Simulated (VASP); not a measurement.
Calculation: PBE GGA with D3 dispersion (Becke-Johnson damping), VASP's PBE PAW potentials (set 64) (plane waves; VASP 6.6.1).

VASP ran on this input.

### KPOINTS
```
Automatic mesh
0
Gamma
18 18 18
0 0 0
```

INCAR:
```
! general
SYSTEM   =  Rh
PREC     =  Accurate
ENCUT    =  520
LREAL    =  .FALSE.
LASPH    =  .TRUE.   ! aspherical one-centre terms

! electronic loop
EDIFF    =  1E-7   ! SCF stop (eV)
NELM     =  100
ALGO     =  Normal
LMAXMIX  =  4

! smearing
ISMEAR   =  -5   ! tetrahedra, Bloechl

! functional
GGA      =  PE   ! PBE
IVDW     =  12

! ions
ISIF     =  2   ! forces and stress, cell fixed

! output
LWAVE    =  .FALSE.
LCHARG   =  .TRUE.
LORBIT   =  11   ! lm-projected
NEDOS    =  601   ! DOS grid
```

POSCAR:
```
Rh
1
   -0.0000000000     1.8965368910     1.8965368910
    1.8965368910     0.0000000000     1.8965368910
    1.8965368910     1.8965368910     0.0000000000
Rh
1
Direct
  0.0000000000   0.0000000000   0.0000000000
```

POTCAR, in this order: Rh_pv (PBE.64 set). Program: vasp_std.

For a metal the tetrahedron method with Blöchl corrections gives inexact stress and forces.

Question: Estimate the energy per atom (σ→0), dispersion energy, band gap (on the k-mesh).

Answer: 
| Item | Result |
|---|---|
| energy per atom (σ→0) | -7.900 eV/atom |
| dispersion energy | -653 meV |
| band gap (on the k-mesh) | none (metal, semimetal or under 0.01 eV) |

File OSZICAR:
```
...
DAV:   7    -0.725088133212E+01    0.17850E-01   -0.25336E-02  4839   0.208E+00    0.171E+00
DAV:   8    -0.724732290550E+01    0.35584E-02   -0.38760E-03  4473   0.990E-01    0.209E-01
DAV:   9    -0.724717659128E+01    0.14631E-03   -0.12861E-04  4983   0.188E-01    0.231E-02
DAV:  10    -0.724718181722E+01   -0.52259E-05   -0.38804E-06  4692   0.277E-02    0.312E-03
DAV:  11    -0.724718138418E+01    0.43304E-06   -0.31884E-07  4821   0.838E-03    0.951E-04
DAV:  12    -0.724718112879E+01    0.25539E-06   -0.10366E-08  2460   0.180E-03    0.140E-04
DAV:  13    -0.724718112578E+01    0.30086E-08   -0.40876E-10  2358   0.290E-04
   1 F= -.78997167E+01 E0= -.78997167E+01  d E =0.000000E+00
```

The compound is Rh in the fcc structure. It was relaxed first.
